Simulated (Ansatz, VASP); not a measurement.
**AlO (Al2O2 monolayer): VASP beside Ansatz**

Aim: how closely do two programs agree when they are given the same cell, functional and k mesh? The structure shown is the start of the Ansatz relaxation below; VASP solves that cell, so the two are compared at the walk's first step.

Program: Ansatz 0.2.0. Level of theory: plane waves, with VASP 6.6.1 beside it; single point at PBE with D3(BJ). Results are calculated unless marked as measured.

**1. Starting point**

The cell holds 4 atoms: 2 O and 2 Al. Its edges and angles: a = 2.964 Å, b = 2.964 Å, c = 39.171 Å, α = 90.0°, β = 90.0°, γ = 120.0°. Vacuum lies along c.

**2. Ansatz: relaxation, PBE with D3(BJ)**

Ansatz runs on its default PAW (the set named soft_2) files.

The two programs are compared at the cell with which this relaxation starts, whose forces are those of its first step.

File input.yaml:

```yaml
crystal:
  lattice:
    - [2.964, 0.0, 0.0]
    - [-1.482, 2.5668992968, 0.0]
    - [0.0, 0.0, 39.171142635]
  atoms:
    - { symbol: O, position: [0.3333333333, 0.6666666667, 0.448033905] }
    - { symbol: Al, position: [0.0, 0.0, 0.4691099131] }
    - { symbol: Al, position: [0.0, 0.0, 0.5308900869] }
    - { symbol: O, position: [0.3333333333, 0.6666666667, 0.551966095] }
  periodic: [true, true, false]
kpoints:
  mp_grid: { grid: [12, 12, 1] }
hamiltonian:
  xc: pbe
  dispersion: d3bj
scf:
  occupations: { method: fermi_dirac, width: 0.05 }
  convergence: { dr2_threshold: 1.0e-09 }
relax:
  f_tol: 0.004
  max_steps: 90
  cell: {}
output:
  write_potential: true
  write_density: true
  volumetric_format: npy
```

Launch:

```bash
ansatz run input.yaml --threads 2 --pin off --max-ram 3072MiB --backend cpu --events-out ev --progress --plain --runs-dir out
```

Numbers of over 12 decimals in the logs are rounded to 6 here.

Output:

```text
Warning: relax.cell: scf.convergence.dr2_threshold = 1e-9 eV is looser than the 2.02023206693e-10 eV advised for a relaxation that steers and ends on the stress (1e-10 eV for each atom of the cell: 4, times the square of relax.cell.stress_2d_tol = 0.05 N/m over 14.1 Å (the atoms' height at the walk's start and 5 Å past either face), 3.553e-2 GPa, over a crystal's default 0.05). What an SCF threshold leaves in a stress goes as its square root, and in the free energy as the threshold itself, and one threshold admits the most on a small cell: [figures from the program's tests cut] Set scf.convergence.dr2_threshold to 2.02023206693e-10 eV or tighter. [rest of the remark cut]
Engine: ansatz 0.2.0, x86_64-unknown-linux-gnu
Pseudopotentials: kind: paw
Pseudopotential: O, paw, valence charge 6, recommended cutoff 420 eV (normal), O.paw.azcp
Pseudopotential: Al, paw, valence charge 3, recommended cutoff 420 eV (normal), Al.paw.azcp
Functional definition: PBE
  parameter kappa = 0.804
  parameter beta = 0.066725
  exchange = pbe_x(kappa = kappa, mu = beta*pi^2/3)
  correlation = pbe_c(beta = beta)
Crystal: 4 atoms, lattice volume = 298.025 Å³
Basis set: ecut = 420 eV, 5687 PW (Γ), exchange–correlation on 40×40×540 points (8 copies of the dense FFT grid, shifted against one another)
Bands: 13, of which v1, the nominal top of the filled ones, is band 9 counted from 1 (8 counted from 0)
Symmetry: 12 space group operations
Space group: P-6m2 (ITA 187), of the structure as read, at distance tolerance 6.7e-5 Å
k-points: 19 of 144 (time reversal used)
Non-local potential: O, projectors of the file, l = 0: 2, l = 1: 2, l = 2: 1
Non-local potential: Al, projectors of the file, l = 0: 2, l = 1: 2, l = 2: 1
PAW form: soft (Blöchl's): semilocal exchange-correlation on the pseudo side does not see the compensation charge
PAW one-centre angular grid: O, 110 points (default); XC on 64 Gauss nodes
PAW one-centre angular grid: Al, 110 points (default); XC on 64 Gauss nodes
Initial density: superposition of atomic densities (neutral atoms: chi_scale 0, normalization atom), corrected by the library's trained network
Initial wavefunctions: pseudopotential atomic-orbital guess
Functional: x = pbe(κ = 0.804, μ = 0.219515), c = pbe(β = 0.066725)
SCF iter   1: F=—  HF=-2214.005665 eV  |F-HF|=—  |Δ(HF+E_count)|=         —  Δρ=3.47e-3  dr2=3.72e-2  ethr=1.77e-3  ⟨swp⟩=13.7  Hψ=2814  notcnv=0
preconditioner: auto → Resta (q_TF=auto, 1.709 Å⁻¹)  ε∞=1.5  [insulator: Δε(μ)=1.576 eV  Ē_g=12.772 eV  σ=0.050 eV  W_gap=1.00  n_scr=20 (ndim 8)  ℏωp=9.1 eV  f_vac=0.803  D(μ)=0.00/eV (n_scr^D=0)  ε∞_Penn≈1.5  vacuum switching on, ρ_ref=1.2e-2 e/Å³]
SCF iter   2: F=—  HF=-2214.004215 eV  |F-HF|=—  |Δ(HF+E_count)|=   1.45e-3  Δρ=2.35e-3  dr2=1.76e-2  ethr=2.06e-4  ⟨swp⟩=4.2  Hψ=779  notcnv=0
SCF iter   3: F=—  HF=-2214.000986 eV  |F-HF|=—  |Δ(HF+E_count)|=   3.23e-3  Δρ=7.67e-4  dr2=1.14e-3  ethr=9.76e-5  ⟨swp⟩=2.9  Hψ=511  notcnv=0
SCF iter   4: F=—  HF=-2214.002570 eV  |F-HF|=—  |Δ(HF+E_count)|=   1.58e-3  Δρ=9.61e-5  dr2=1.57e-5  ethr=6.34e-6  ⟨swp⟩=4.1  Hψ=661  notcnv=0
SCF iter   5: F=—  HF=-2214.002586 eV  |F-HF|=—  |Δ(HF+E_count)|=   1.61e-5  Δρ=2.26e-5  dr2=7.78e-7  ethr=8.75e-8  ⟨swp⟩=3.3  Hψ=638  notcnv=0
SCF iter   6: F=—  HF=-2214.002600 eV  |F-HF|=—  |Δ(HF+E_count)|=   1.36e-5  Δρ=4.52e-6  dr2=4.29e-8  ethr=4.32e-9  ⟨swp⟩=3.2  Hψ=543  notcnv=0
SCF iter   7: F=—  HF=-2214.002600 eV  |F-HF|=—  |Δ(HF+E_count)|=   1.41e-8  Δρ=7.68e-7  dr2=1.92e-9  ethr=2.38e-10  ⟨swp⟩=3.1  Hψ=527  notcnv=0
SCF iter   8: F=-2214.002600 eV  HF=-2214.002600 eV  |F-HF|=3.67e-10  |Δ(HF+E_count)|=   2.16e-9  Δρ=2.14e-7  dr2=9.05e-11  ethr=5.56e-12  ⟨swp⟩=11.2  Hψ=1907  notcnv=0
SCF 1 converged in 8 iterations: F = -2214.002600 eV  dr2 = 9.05e-11
  greatest PAW one-centre occupation: 0.864 electrons in one spin orbital (limit 2), on the O atom at site 3 (counted from 0), in its partial waves of l = 0
relax step   1: F+E_penalty+E_count = -2214.00260011 eV  Δ(F+E_penalty+E_count) = +0.000e0 eV  max|allowed force component| = 3.690e0 eV/Å  Δτ_max = 0.0000 Å  P = -5.744 N/m  Ω = 298.025 Å³  fix = [c, alpha, beta]  reactions: c -0.000 N/m  (8 SCF iters, accepted)
[...]
relax step   4: F+E_penalty+E_count = -2214.50237387 eV  Δ(F+E_penalty+E_count) = -1.633e-2 eV  max|allowed force component| = 6.907e-2 eV/Å  Δτ_max = 0.0067 Å  P = -0.153 N/m  Ω = 295.582 Å³  energy of the carried Pulay correction = +1.330e-3 eV  fix = [c, alpha, beta]  reactions: c -0.000 N/m  (7 SCF iters, accepted)
[...]
relax step   5: F+E_penalty+E_count = -2214.50268373 eV  Δ(F+E_penalty+E_count) = -3.099e-4 eV  max|allowed force component| = 1.479e-3 eV/Å  Δτ_max = 0.0063 Å  P = +0.008 N/m  Ω = 295.652 Å³  energy of the carried Pulay correction = +1.292e-3 eV  fix = [c, alpha, beta]  reactions: c +0.000 N/m  (6 SCF iters, accepted)
[...]
relax step   6: F+E_penalty+E_count = -2214.50149657 eV  Δ(F+E_penalty+E_count) = +1.187e-3 eV  max|allowed force component| = 1.328e-3 eV/Å  Δτ_max = 0.0000 Å  P = -0.043 N/m  Ω = 295.652 Å³  fix = [c, alpha, beta]  reactions: c -0.000 N/m  stress off target by 4.27e-2 N/m on what of the cell is left free  SCF on the basis re-selected at this cell (its energy is not comparable with the rows above)  (4 SCF iters)
basis re-selected at this cell: Δ(F+E_penalty+E_count) = +1.187e-3 eV, ΔP = -0.051 N/m vs the last step (what re-selecting the basis moved, of the pressure what is left beyond the Pulay correction that the steps carried, after the strain that the cell walked since its last selection, with what the two solves' SCF thresholds leave and, on support functions, any second-order correction that the steps lacked; it is no m [...]
WARN: The output density's exchange-correlation potential varies sharply where the density is thin. Do not read a vacuum level from v_tot or v_xc, or from such a field of the output density. On a cell that repeats whose density bears no net charge and no dipole along the vacuum's axis use v_es (v_loc + v_h of the components); under efield.dipole_correction with no amplitude use v_es + v_field, which holds any externa [...]
SCF converged after 4 iterations
Free energy (F): -2214.501497 eV
Harris-Foulkes:  -2214.501497 eV  (|F-HF|=3.23e-11)
Internal energy: -2214.501496 eV  (E = F + TS)
E sigma→0 (E₀):  -2214.501496 eV
Entropy (-TS):   -0.000000 eV (-0.000 meV/atom)
Fermi energy:    -4.317847 eV
--- Per-component energies (eV) ---
  E_band       = -241.875706
  E_kinetic    = 403.757582
  E_local      = -30734.683486  (includes V_loc(G=0)·N_el)
  E_nonlocal   = 115.963066
  E_hartree    = 15150.746292
  E_xc         = -228.764567
  E_vxc        = -248.426682  (∫ρ·V_xc dr)
  E_paw        = -1252.016354  (= ΣΔE_a)
  E_vpaw       = -79.983672  (= ΣTr[D̂ρ^β])
  E_aug_tail   = 0.005012  (compensation charges beyond the density's cutoff)
  E_ewald      = 14331.069397
  E_disp       = -0.578440  (pairwise vdW)
  E_smearing   = -0.000000  (= −TS)
  E_closure    = -0.000000  (closes the sum)
  Σ components = -2214.501497   (vs F -2214.501497, Δ=0.00e0)
--- Forces (eV/Å), atoms counted from 1 ---
  atom   1  O     -0.00000000     0.00000000    -0.00132848
  atom   2  Al     0.00000000    -0.00000000    -0.00089764
  atom   3  Al     0.00000000    -0.00000000     0.00089764
  atom   4  O     -0.00000000     0.00000000     0.00132848
  max |Σ_I F_I| component: 2.17e-16 eV/Å
--- 2D stress c σ (N/m, compression-positive) ---
       -0.042727      -0.000000      -0.000000
       -0.000000      -0.042727      -0.000000
        0.000000       0.000000       0.000000
  P = ½ c Tr σ = -0.0427 N/m
--- Band table (eV; the first three rows and the last of 19) ---
  k-point 0: bands = [... 5 lower, -9.4886, -9.4682, -9.4682, -7.3828, -3.1798, -1.0320, -0.2068, 0.0581]
  k-point 1: bands = [... 5 lower, -9.7856, -9.5378, -9.5161, -7.2198, -2.8456, -0.8389, -0.0637, 0.2361]
  k-point 2: bands = [... 5 lower, -10.1037, -9.6686, -9.6439, -6.9038, -2.0562, -0.3641, 0.3359, 0.7322]
  k-point 18: bands = [... 5 lower, -11.9939, -9.5251, -9.0712, -4.9437, -3.4849, -0.5631, 0.8733, 3.4557]
  the weakly bound empty levels are not read free of the cell's end (no_gap_told)
--- Relaxed structure (5 steps of the walk, 5 accepted, 1 SCFs on fresh bases) ---
  F+E_penalty+E_count = -2214.50149657 eV   max|allowed force component| = 1.328e-3 eV/Å   (the final SCF, on the basis selected at the relaxed cell)
  cell:  # Å, volume = 295.6524 Å³
    - [2.952176, 0, 0.0]
    - [-1.476088, 2.556660, 0.0]
    - [0.0, 0.0, 39.171142635]
  atoms:
    - { symbol: O, position: [0.333333, 0.666667, 0.449705] }
    - { symbol: Al, position: [0.0, -3.700743415524894e-17, 0.466719] }
    - { symbol: Al, position: [0.0, -3.700743415524894e-17, 0.533281] }
    - { symbol: O, position: [0.333333, 0.666667, 0.550295] }
```

**3. VASP: single point, PBE with D3(BJ), start cell**

The same cell, functional, mesh and smearing now go to VASP, with its own data sets.

Lines of VASP's logs that name or quote its potential files are left out, and so is its time.

File INCAR:

```
SYSTEM = AlO
PREC = Accurate
ENCUT = 520
EDIFF = 1E-06
NELM = 120
ISMEAR = -1
SIGMA = 0.05
LREAL = .FALSE.
ALGO = Normal
GGA = PE
IVDW = 12
NBANDS = 15
LORBIT = 11
LWAVE = .FALSE.
LCHARG = .FALSE.
ISIF = 2
LDIPOL = .TRUE.
IDIPOL = 3
DIPOL = 0.5 0.5 0.5
LVHAR = .TRUE.
LASPH = .TRUE.
GGA_COMPAT = .FALSE.
EFERMI = MIDGAP
NELMDL = -8
```

File POSCAR:

```
AlO
1.0
    2.9640000000      0.0000000000      0.0000000000
   -1.4820000000      2.5668990000      0.0000000000
    0.0000000000      0.0000000000     39.1711430000
O Al
2 2
Direct
    0.3333333333      0.6666666667      0.4480339009
    0.3333333333      0.6666666667      0.5519660991
    0.0000000000      0.0000000000      0.4691099006
    0.0000000000      0.0000000000      0.5308900738
```

File KPOINTS:

```
Automatic mesh
0
Gamma
12 12 1
0 0 0
```

Potentials, in the order of the species: O and Al (PBE family, release 64).

Launch:

```bash
mpirun -np 1 vasp_std
```

Output:

```text
[banner, memory and clock lines left out]
running    1 mpi-ranks, on    1 nodes
 distrk:  each k-point on    1 cores,    1 groups
 distr:  one band on    1 cores,    1 groups

 POSCAR found type information on POSCAR O Al
 POSCAR found :  2 types and       4 ions
 LDA part: xc-table for (Slater+PW92), standard interpolation
 POSCAR, INCAR and KPOINTS ok, starting setup
 FFT: planning ... GRIDC
 FFT: planning ... GRID_SOFT
 FFT: planning ... GRID
 WAVECAR not read
 entering main loop
       N       E                     dE             d eps       ncg     rms          rms(c)
DAV:   1     0.130487149423E+03    0.13049E+03   -0.66986E+03   674   0.831E+02
DAV:   2    -0.874130978130E+01   -0.13923E+03   -0.13014E+03   925   0.184E+02
DAV:   3    -0.286119555746E+02   -0.19871E+02   -0.19693E+02   717   0.855E+01
DAV:   4    -0.290140230199E+02   -0.40207E+00   -0.40163E+00   752   0.148E+01
DAV:   5    -0.290192945167E+02   -0.52715E-02   -0.52712E-02   794   0.161E+00
DAV:   6    -0.290194501692E+02   -0.15565E-03   -0.15562E-03   773   0.288E-01
DAV:   7    -0.290194565765E+02   -0.64073E-05   -0.64065E-05   839   0.550E-02
DAV:   8    -0.290194568011E+02   -0.22464E-06   -0.22495E-06   692   0.106E-02    0.106E+01
DAV:   9    -0.260787787518E+02    0.29407E+01   -0.13557E+01   703   0.288E+01    0.484E+00
DAV:  10    -0.260066154963E+02    0.72163E-01   -0.60507E-01   738   0.597E+00    0.242E+00
DAV:  11    -0.259852434660E+02    0.21372E-01   -0.86398E-02   825   0.259E+00    0.817E-01
DAV:  12    -0.259791636378E+02    0.60798E-02   -0.19491E-02   808   0.102E+00    0.207E-01
DAV:  13    -0.259774405839E+02    0.17231E-02   -0.25596E-03   815   0.378E-01    0.674E-02
DAV:  14    -0.259768935944E+02    0.54699E-03   -0.59200E-04   822   0.151E-01    0.378E-02
[...]
DAV:  18    -0.259774131185E+02   -0.73308E-04   -0.86934E-06   752   0.177E-02    0.454E-03
DAV:  19    -0.259775223709E+02   -0.10925E-03   -0.49179E-06   661   0.891E-03    0.400E-03
DAV:  20    -0.259775723516E+02   -0.49981E-04   -0.23309E-06   697   0.690E-03    0.166E-03
DAV:  21    -0.259776122249E+02   -0.39873E-04   -0.31874E-06   687   0.762E-03    0.134E-03
DAV:  22    -0.259776151816E+02   -0.29567E-05   -0.45385E-08   670   0.152E-03    0.794E-04
DAV:  23    -0.259776236611E+02   -0.84795E-05   -0.26620E-07   516   0.274E-03    0.382E-04
DAV:  24    -0.259776250807E+02   -0.14196E-05   -0.23767E-08   600   0.831E-04    0.224E-04
DAV:  25    -0.259776259112E+02   -0.83047E-06   -0.57565E-09   558   0.485E-04
   1 F= -.26557569E+02 E0= -.26557569E+02  d E =-.169880E-07
```

From OUTCAR (step 3):

```text
ion  position               nearest neighbor table
   1  0.333  0.667  0.448-   3 1.90   3 1.90   3 1.90
   2  0.333  0.667  0.552-   4 1.90   4 1.90   4 1.90
   3  0.000  0.000  0.469-   1 1.90   1 1.90   1 1.90   4 2.42
   4  0.000  0.000  0.531-   2 1.90   2 1.90   2 1.90   3 2.42

  LATTYP: Found a hexagonal cell.
 ALAT       =     2.9640000000
 C/A-ratio  =    13.2156352901

 Subroutine GETGRP returns: Found 12 space group operations
 (whereof 12 operations were pure point group operations)

The static configuration has the point symmetry D_3h.

 Found     19 irreducible k-points:

   k-points           NKPTS =     19   k-points in BZ     NKDIM =     19   number of bands    NBANDS=     15

   dimension x,y,z NGX =    24 NGY =   24 NGZ =  294
   dimension x,y,z NGXF=    48 NGYF=   48 NGZF=  588

   ENCUT  =  520.0 eV  38.22 Ry    6.18 a.u.   5.51  5.51 72.83*2*pi/ulx,y,z

   NELECT =      18.0000    total number of electrons

 k-points in reciprocal lattice and weights: Automatic mesh
   0.00000000  0.00000000  0.00000000       0.007
   0.08333333  0.00000000  0.00000000       0.042
   0.16666667  0.00000000  0.00000000       0.042
   0.25000000  0.00000000  0.00000000       0.042
   0.33333333  0.00000000  0.00000000       0.042
   0.41666667  0.00000000  0.00000000       0.042
   0.50000000  0.00000000  0.00000000       0.021
   0.08333333  0.08333333  0.00000000       0.042
   0.16666667  0.08333333  0.00000000       0.083
[...]
0.33333333  0.25000000  0.00000000       0.083
   0.33333333  0.33333333  0.00000000       0.014

 dipolmoment           0.000000      0.000000      0.000003 electrons x Angstroem

 average (electrostatic) potential at core
       1 -79.8503       2 -79.8503       3 -84.4009       4 -84.4009

 E-fermi :  -4.3990

 k-point     1 :       0.0000    0.0000    0.0000
  band No.  band energies     occupation
    ...
      5      -7.6081      2.00000
      6      -7.6081      2.00000
      7      -7.5846      2.00000
      8      -7.5846      2.00000
      9      -6.5167      2.00000
     10      -2.1401      0.00000
     11       0.4212      0.00000
     12       1.7488      0.00000
     13       1.8928      0.00000
     14       2.0340      0.00000
    ...

 k-point     2 :       0.0833    0.0000    0.0000
  band No.  band energies     occupation
    ...
      5      -7.9477      2.00000
      6      -7.9102      2.00000
      7      -7.6607      2.00000
      8      -7.6355      2.00000
      9      -6.3909      2.00000
     10      -1.8249      0.00000
     11       0.6845      0.00000
     12       1.8811      0.00000
     13       2.0555      0.00000
     14       2.1954      0.00000
    ...

 k-point     3 :       0.1667    0.0000    0.0000
  band No.  band energies     occupation
    ...
      5      -8.6554      2.00000
      6      -8.5149      2.00000
      7      -7.8004      2.00000
      8      -7.7708      2.00000
      9      -6.1871      2.00000
     10      -1.1162      0.00000
     11       1.1888      0.00000
     12       2.2534      0.00000
     13       2.3533      0.00000
     14       2.5969      0.00000
    ...

 Edisp (eV)   -0.57994

  Total      -2.69999    -2.69999    -0.16655     0.00000    -0.00000     0.00000
  in kB     -14.51506   -14.51506    -0.89537     0.00000    -0.00000     0.00000
  external pressure =       -9.98 kB  Pullay stress =        0.00 kB

  energy-cutoff  :      520.00
  volume of cell :      298.03
      direct lattice vectors                 reciprocal lattice vectors
     2.964000000  0.000000000  0.000000000     0.337381916  0.194787563  0.000000000
    -1.482000000  2.566899000  0.000000000     0.000000000  0.389575125  0.000000000
     0.000000000  0.000000000 39.171143000     0.000000000  0.000000000  0.025528997

 POSITION                                       TOTAL-FORCE (eV/Angst)
 -----------------------------------------------------------------------------------
     -0.00000      1.71127     17.55000        -0.000000     -0.000000      2.228230
     -0.00000      1.71127     21.62114         0.000000     -0.000000     -2.228230
      0.00000      0.00000     18.37557        -0.000000      0.000000     -3.699121
      0.00000      0.00000     20.79557        -0.000000      0.000000      3.699121
 -----------------------------------------------------------------------------------
    total drift:                                0.000001      0.000015      0.000171

  FREE ENERGIE OF THE ION-ELECTRON SYSTEM (eV)
  ---------------------------------------------------
  free  energy   TOTEN  =       -26.5575693685 eV

  energy  without entropy=      -26.5575693515  energy(sigma->0) =      -26.55756936

 vacuum level on the upper side and lower side of the slab         1.975         1.975

 total charge
# of ion       s       p       d       tot
------------------------------------------
    1        1.562   3.493   0.000   5.055
    2        1.562   3.493   0.000   5.055
    3        0.378   0.393   0.000   0.771
    4        0.378   0.393   0.000   0.771
--------------------------------------------------
tot          3.882   7.770   0.000  11.652

[... 3 further parts left out ...]
```

**4. Side by side**

Known differences besides the potentials themselves: Ansatz cuts the interaction across the vacuum, VASP repeats the sheet with a dipole correction; the cutoff is 420 eV in Ansatz and 520 eV in VASP. Total energies have different zeros and are not compared.

Forces (eV/Å; atoms numbered as in POSCAR):

| atom | Ansatz x, y, z | VASP x, y, z |
| --- | --- | --- |
| O1 | 0.000, 0.000, 2.214 | 0.000, 0.000, 2.228 |
| O2 | 0.000, 0.000, -2.214 | 0.000, 0.000, -2.228 |
| Al3 | 0.000, 0.000, -3.690 | 0.000, 0.000, -3.699 |
| Al4 | 0.000, 0.000, 3.690 | 0.000, 0.000, 3.699 |

The forces differ by 6.7 meV/Å r.m.s., which is 0.4 % of the r.m.s. force of 1.763 eV/Å (both taken over all components). With vacuum in the cell, a pressure given here is an average over mostly empty space and none of the material.

**5. Results**

| Item | Value |
| --- | --- |
| r.m.s. force difference (single point, PBE with D3(BJ), start cell) | 0.38 % of the r.m.s. force |

In words: The r.m.s. force difference is 0.38 % of the r.m.s. force (single point, PBE with D3(BJ), start cell), within the 3 % picked in this series as the mark of a large difference. 1 further run of this series is not shown here. How closely two codes agree says nothing of how well the functional describes the real material.

[Lines on the potential files, build, host, timing and source positions are cut from VASP's logs without a mark.]

[Logs are printed without paths, hosts, clocks, repeated set-up lines and the standing remarks that a program may print on its own settings, such as how far it seeks lower states.]

[Hosts, paths, dates, database ids (printed as entryN), source tags and the programs' standing remarks are cut or masked in the printed files.]
